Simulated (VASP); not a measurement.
Method: r2SCAN+rVV10, VASP's PBE PAW potentials (set 64) (plane waves; VASP 6.6.1).

A VASP calculation is set up with these files.

**POSCAR**
```
CuZn
2.9111940
  1.0000001513   0.0000000000   0.0000000000
  0.0000000000   1.0000001513   0.0000000000
  0.0000000000   0.0000000000   1.0000001513
Zn Cu
1 1
Direct
  0.5000000000   0.5000000000   0.5000000000
  0.0000000000   0.0000000000   0.0000000000
```

**KPOINTS**
```
Regular mesh
0
gamma
 14 14 14
0 0 0
```

### KPOINTS_OPT
```
k-points along high-symmetry lines
10
Line-mode
Reciprocal
  0.000000   0.000000   0.000000 ! GAMMA
  0.000000   0.500000   0.000000 ! X

  0.000000   0.500000   0.000000 ! X
  0.500000   0.500000   0.000000 ! M

  0.500000   0.500000   0.000000 ! M
  0.000000   0.000000   0.000000 ! GAMMA

  0.000000   0.000000   0.000000 ! GAMMA
  0.500000   0.500000   0.500000 ! R

  0.500000   0.500000   0.500000 ! R
  0.000000   0.500000   0.000000 ! X

  0.500000   0.500000   0.500000 ! R
  0.500000   0.500000   0.000000 ! M
```

INCAR:
```
SYSTEM=CuZn
PREC=Accurate; ENCUT=520; LREAL=.FALSE.
LASPH=.TRUE.
EDIFF=1E-7; NELM=100; ALGO=Normal
LMAXMIX=4; LMIXTAU=.TRUE.
ISMEAR=-5
METAGGA=R2SCAN; LUSE_VDW=.TRUE.; BPARAM=11.95
CPARAM=0.0093
ISIF=2
LWAVE=.FALSE.; LCHARG=.FALSE.; LORBIT=11
NEDOS=601
```

POTCAR, in this order: Zn Cu (PBE.64 set). Program: vasp_std.

The run wrote:

**OSZICAR**
```
       N       E                     dE             d eps       ncg     rms          rms(c)
DAV:   1     0.967195035319E+02    0.96720E+02   -0.11987E+04  3736   0.264E+03
DAV:   2    -0.201184470785E+02   -0.11684E+03   -0.11411E+03  3621   0.336E+02
DAV:   3    -0.234142489341E+02   -0.32958E+01   -0.32845E+01  4314   0.770E+01
DAV:   4    -0.234387155723E+02   -0.24467E-01   -0.24464E-01  4377   0.583E+00
DAV:   5    -0.234390688152E+02   -0.35324E-03   -0.35328E-03  4686   0.731E-01    0.101E+01
DAV:   6    -0.205091557044E+02    0.29299E+01   -0.24624E+01  3719   0.135E+02    0.716E+00
DAV:   7    -0.193015704060E+02    0.12076E+01   -0.47142E+00  3808   0.105E+02    0.259E+00
DAV:   8    -0.193238449149E+02   -0.22275E-01   -0.41978E-01  5291   0.138E+01    0.160E+00
DAV:   9    -0.193166264358E+02    0.72185E-02   -0.34843E-02  5316   0.488E+00    0.294E-01
DAV:  10    -0.193191762404E+02   -0.25498E-02   -0.11029E-02  5149   0.213E+00    0.602E-02
DAV:  11    -0.193189829380E+02    0.19330E-03   -0.15273E-03  5263   0.769E-01    0.584E-02
DAV:  12    -0.193195594202E+02   -0.57648E-03   -0.74353E-04  5099   0.440E-01    0.157E-02
DAV:  13    -0.193196506424E+02   -0.91222E-04   -0.84095E-05  4150   0.166E-01    0.555E-03
DAV:  14    -0.193196592187E+02   -0.85763E-05   -0.87934E-06  4973   0.692E-02    0.684E-03
DAV:  15    -0.193196581133E+02    0.11054E-05   -0.36480E-06  4820   0.548E-02    0.150E-03
DAV:  16    -0.193196578824E+02    0.23090E-06   -0.13811E-07  2712   0.761E-03    0.661E-04
DAV:  17    -0.193196580587E+02   -0.17624E-06   -0.39831E-08  2017   0.377E-03    0.179E-04
DAV:  18    -0.193196580384E+02    0.20275E-07   -0.19677E-08  1870   0.245E-03
   1 F= -.19319658E+02 E0= -.19319658E+02  d E =0.000000E+00
       N       E                     dE             ncg
```

### OUTCAR
```
------------------------ aborting loop because EDIFF is reached ----------------------------------------
  FORCE on cell =-STRESS in cart. coord.  units (eV):
  Direction    XX          YY          ZZ          XY          YZ          ZX
  --------------------------------------------------------------------------------------
  Total        0.0151729      0.0151729      0.0151729     -0.0000000      0.0000000      0.0000000
  in kB        0.9852935      0.9852935      0.9852935     -0.0000000      0.0000000      0.0000000
  external PRESSURE =       0.9852935 kB  Pullay stress =       0.0000000 kB
  volume of cell :       24.67
      direct lattice vectors                 reciprocal lattice vectors
     2.911194440  0.000000000  0.000000000     0.343501618  0.000000000  0.000000000
     0.000000000  2.911194440  0.000000000     0.000000000  0.343501618  0.000000000
     0.000000000  0.000000000  2.911194440     0.000000000  0.000000000  0.343501618
 POSITION                                       TOTAL-FORCE (eV/Angst)
 -----------------------------------------------------------------------------------
      1.45560      1.45560      1.45560         0.000000      0.000000      0.000000
      0.00000      0.00000      0.00000         0.000000      0.000000      0.000000
 -----------------------------------------------------------------------------------
    total drift:                                0.000000      0.000000     -0.000000
  FREE ENERGIE OF THE ION-ELECTRON SYSTEM (eV)
  ---------------------------------------------------
  free  energy   TOTEN  =       -19.3196580384 eV

  energy  without entropy=      -19.3196580384  energy(sigma->0) =      -19.31965804

 total charge

# of ion       s       p       d       tot
------------------------------------------
    1        0.580   0.560   9.750  10.890
    2        0.444   0.431   9.195  10.070
--------------------------------------------------
tot          1.024   0.991  18.945  20.960
```
(Selected blocks of OUTCAR.)

For a metal the tetrahedron method with Blöchl corrections gives inexact stress and forces.

The compound is CuZn in the CsCl type structure. It was relaxed first. The electron count is odd and the run is not spin-polarised, which forces a metal.
